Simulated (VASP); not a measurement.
VASP ran on this input.

### INCAR
```
# general
SYSTEM = Mg
PREC   = Accurate
ENCUT  = 480
LREAL  = .FALSE.   # projection in real space or not
LASPH  = .TRUE.   # aspherical one-centre terms

# electronic loop
EDIFF  = 1E-6
NELM   = 100   # most electronic steps
ALGO   = Normal   # blocked Davidson

# smearing
ISMEAR = 1   # Methfessel-Paxton
SIGMA  = 0.1   # width (eV)

# functional
GGA    = PE

# ions
IBRION = 2   # conjugate gradients
NSW    = 60   # most ionic steps
ISIF   = 3   # ions, shape and volume
EDIFFG = -0.01   # ionic stop

# output
LWAVE  = .FALSE.
LCHARG = .FALSE.
```

### KPOINTS
```
Regular mesh
0
G
  12 12 7
```

POSCAR:
```
Mg
1
    1.6050000000    -2.7799420000     0.0000000000
    1.6050000000     2.7799420000     0.0000000000
    0.0000000000     0.0000000000     5.2100000000
Mg
2
Direct
  0.3333330000   0.6666670000   0.2500000000
  0.6666670000   0.3333330000   0.7500000000
```

POTCAR, in this order: Mg (PBE.64 set). Program: vasp_std.

Problem. Translate this PBE calculation to Quantum ESPRESSO's pw.x.

Solution. One equivalent input (not run):
```
&CONTROL
  calculation = 'vc-relax'
  pseudo_dir = './pseudo'
  outdir = './out'
  tprnfor = .true.
  tstress = .true.
  nstep = 60
  forc_conv_thr = 0.00039
/
&SYSTEM
  ibrav = 0
  nat = 2
  ntyp = 1
  ecutwfc = 84
  occupations = 'smearing'
  smearing = 'methfessel-paxton'
  degauss = 0.00735
  input_dft = 'pbe'
/
&ELECTRONS
  conv_thr = 7.3e-08
  electron_maxstep = 100
/
&IONS
/
&CELL
/
ATOMIC_SPECIES
  Mg 24.305 Mg.upf
CELL_PARAMETERS angstrom
     1.6050000   -2.7799420    0.0000000
     1.6050000    2.7799420    0.0000000
     0.0000000    0.0000000    5.2100000
ATOMIC_POSITIONS crystal
  Mg   0.3333330  0.6666670  0.2500000
  Mg   0.6666670  0.3333330  0.7500000
K_POINTS automatic
  12 12 7 0 0 0
```
What does not carry over: the potentials are each code's own (VASP's PAW set, PseudoDojo norm-conserving files in pw.x), so ENCUT and ecutwfc are chosen apart and not converted; conv_thr bounds pw.x's estimated SCF error, while EDIFF bounds the energy change between steps; forc_conv_thr acts on force components and is met together with etot_conv_thr.

The compound is Mg in the hcp structure. This run relaxes it. Symmetry was kept, so distortions that lower it aren't found.
